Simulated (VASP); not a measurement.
Runs of VASP 6.6.1 on PtSe2 (Sudovikovite). The structure is trigonal, space group P-3m1 (No. 164). The conventional cell has a = 3.768 Å, b = 3.768 Å, c = 4.820 Å, α = 90.00°, β = 90.00°, γ = 120.00°. Pt (site symmetry -3m) has 6 Se at 2.53 Å as nearest neighbours. Se (site symmetry 3m) is surrounded by 3 Pt at 2.53 Å. 

| task | level | cell | k mesh | cutoff (eV) | grid for exact exchange (PRECFOCK) | screening parameter | exchange at q = 0 | mesh quality | pressure (GPa) | largest force (eV/Å) |
| --- | --- | --- | --- | --- | --- | --- | --- | --- | --- | --- |
| band structure | HSE06 | P-3m1, 19.76 Å³/atom | 6 × 6 × 3 | 520 | Fast | 0.2 1/A | - | coarse | -0.8 | (a) |
| relaxation of cell and atoms | PBE+D3(BJ) | relaxed | 9 × 9 × 5 | 600 | - | - | - | not flagged | 0.0 | - |
| band structure | PBE0 | P-3m1, 19.76 Å³/atom | 6 × 6 × 3 | 520 | Fast | - | truncated | coarse | -1.4 | 0.59 |
| band structure | PBE | P-3m1, 19.76 Å³/atom | 6 × 6 × 3 | 520 | Fast | - | - | coarse | 4.2 | (b) |

Alike in all rows: potentials or basis VASP PAW PBE potentials, release 64 (Pt, Se); no spin polarisation; smearing gaussian 0.03 eV.

Problem. Estimate the missing entries.

Solution. (a) 0.58; (b) 0.11.

Caveats: some runs use coarse meshes; the PAW data sets were made with another functional, which shifts forces and pressure a little (some runs); pairwise dispersion overbinds metals, which lowers pressure and volume (some runs).
